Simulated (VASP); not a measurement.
Method: PBE GGA, VASP's PBE PAW potentials (set 64) (plane waves; VASP).

VASP input:

KPOINTS:
```
Automatic
0
gamma
  13 13 13
```

**INCAR**
```
! general
SYSTEM   =  HfN
PREC     =  Accurate
ENCUT    =  520
LREAL    =  .FALSE.
LASPH    =  .TRUE.

! electronic loop
EDIFF    =  1E-6
NELM     =  100
ALGO     =  Normal
IMIX     =  4
AMIX     =  1.0
BMIX     =  3.0
LMAXMIX  =  6

! smearing
ISMEAR   =  1
SIGMA    =  0.1

! functional
GGA      =  PE

! ions
ISIF     =  2

! output
LWAVE    =  .FALSE.
LCHARG   =  .FALSE.
```

POSCAR:
```
HfN
1
    0.0000000000     2.2600000000     2.2600000000
    2.2600000000     0.0000000000     2.2600000000
    2.2600000000     2.2600000000     0.0000000000
Hf N
1 1
Direct
  0.0000000000   0.0000000000   0.0000000000
  0.5000000000   0.5000000000   0.5000000000
```

POTCAR, in this order: Hf_pv N (PBE.64 set). Program: vasp_std.

Unless said otherwise, spin-orbit coupling is left out, though it shifts the bands of the heavy elements here.

### Question
Predict the energy per atom (σ→0), pressure, band gap (on the k-mesh).

### Answer

```yaml
energy per atom (σ→0): -10.877 eV/atom
band gap (on the k-mesh): none (metal, semimetal or under 0.01 eV)
pressure: 26.2 kbar
```

### OSZICAR
```
...
DAV:   6    -0.222767917828E+02    0.24848E+01   -0.24186E+01  2165   0.343E+01    0.384E+01
DAV:   7    -0.218024413932E+02    0.47435E+00   -0.36081E+00  2111   0.141E+01    0.210E+01
DAV:   8    -0.217602717544E+02    0.42170E-01   -0.32639E-01  2202   0.480E+00    0.306E+00
DAV:   9    -0.217547132265E+02    0.55585E-02   -0.17771E-02  2052   0.148E+00    0.174E+00
DAV:  10    -0.217544741726E+02    0.23905E-03   -0.21935E-03  2291   0.368E-01    0.457E-02
DAV:  11    -0.217544708728E+02    0.32998E-05   -0.92232E-05  2158   0.988E-02    0.721E-02
DAV:  12    -0.217544703401E+02    0.53266E-06   -0.38798E-06  2166   0.202E-02
   1 F= -.21754470E+02 E0= -.21754368E+02  d E =-.306784E-03
```

The compound is HfN in the rock salt structure. The cell was not relaxed at this level. The run is one of a series of settings (AMIX = 1.0, BMIX = 3.0, IMIX = 4 against the base run), some of them coarse on purpose. The electron count is odd and the run is not spin-polarised, which forces a metal.
